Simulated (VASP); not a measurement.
Here is the system:

```yaml
crystal:
  lattice:
    - [1.88241, 1.08681, 5.61530]
    - [-1.88241, 1.08681, 5.61530]
    - [0.00000, -2.17362, 5.61530]
  atoms:
    - { symbol: Cd, position: [0.00000, 0.00000, 0.00000] }
    - { symbol: Cl, position: [0.75117, 0.75117, 0.75117] }
    - { symbol: Cl, position: [0.24883, 0.24883, 0.24883] }
```

Calculation: LDA (Ceperley-Alder, Perdew-Zunger), VASP's LDA PAW potentials (set 64) (plane waves; VASP). Numerical set-up: 400 eV cut-off, Gaussian smearing of 0.050 eV, potentials Cd Cl.

Q: Give the energies of bands 3 to 16 at the high-symmetry points, in eV from the valence-band maximum.

A: 
```csv
band,Γ,T,H2,L,S0,F
3,-6.79,-6.79,-6.50,-6.67,-6.48,-6.66
4,-6.79,-6.79,-6.47,-6.63,-6.48,-6.65
5,-6.64,-6.53,-6.29,-6.37,-6.28,-6.29
6,-6.28,-6.28,-6.27,-6.13,-6.27,-6.13
7,-6.28,-6.28,-6.22,-6.07,-6.22,-6.06
8,-3.45,-2.70,-3.85,-3.53,-3.83,-3.93
9,-0.77,-1.75,-2.83,-3.03,-2.68,-3.43
10,-0.77,-0.96,-2.32,-1.90,-2.56,-1.95
11,-0.29,-0.96,-1.98,-1.66,-1.94,-1.36
12,-0.29,-0.11,-0.62,-0.89,-0.63,-0.10
13,-0.26,-0.11,-0.43,-0.48,-0.45,0.00
14,3.30,4.68,5.20,4.99,5.23,4.20
15,5.76,5.94,7.75,7.09,7.89,6.23
16,8.82,9.25,8.30,8.99,8.26,8.57
```

The gap is indirect, 3.30 eV, from the valence maximum at F to the conduction minimum at Γ.

The structure comes from a computed database's CdCl2 entry (R-3m); how it stands against other phases isn't given here. It was relaxed first, which changed the volume by -12 %.
